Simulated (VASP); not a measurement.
# Er (relaxed from the simple-cubic structure, space group Pm-3m): computed properties

These are r2SCAN meta-GGA, VASP's PBE PAW potentials (set 64) (plane waves; VASP) values and carry that method's errors.

```
Item                                                                                                      Result
----------------------------------  ----------------------------------------------------------------------------
space group                                                                                          Pm-3m (221)
cell                                a = 3.2069 Å, b = 3.2069 Å, c = 3.2069 Å, α = 90.00°, β = 90.00°, γ = 90.00°
volume per atom                                                                                    32.98 Å³/atom
band gap (over mesh and band path)                                      none (metal, semimetal or under 0.01 eV)
density                                                                                               8.42 g/cm³
```

```cif
data_Er
_chemical_formula_sum 'Er1'
_space_group_name_H-M_alt 'P 1'
_space_group_IT_number 1
_cell_length_a 3.20691
_cell_length_b 3.20691
_cell_length_c 3.20691
_cell_angle_alpha 90.000
_cell_angle_beta 90.000
_cell_angle_gamma 90.000
loop_
_space_group_symop_operation_xyz
  'x, y, z'
loop_
_atom_site_label
_atom_site_type_symbol
_atom_site_fract_x
_atom_site_fract_y
_atom_site_fract_z
_atom_site_occupancy
Er1 Er 0.00000 0.00000 0.00000 1
```

The 4f electrons are frozen in the core of the lanthanide potential, so 4f levels, which can set the real gap, and their magnetism are missing.

The structure was generated: Er was put into the simple-cubic type (Pm-3m), which need not be its known phase. It was relaxed first. Symmetry was kept, so distortions that lower it aren't found.
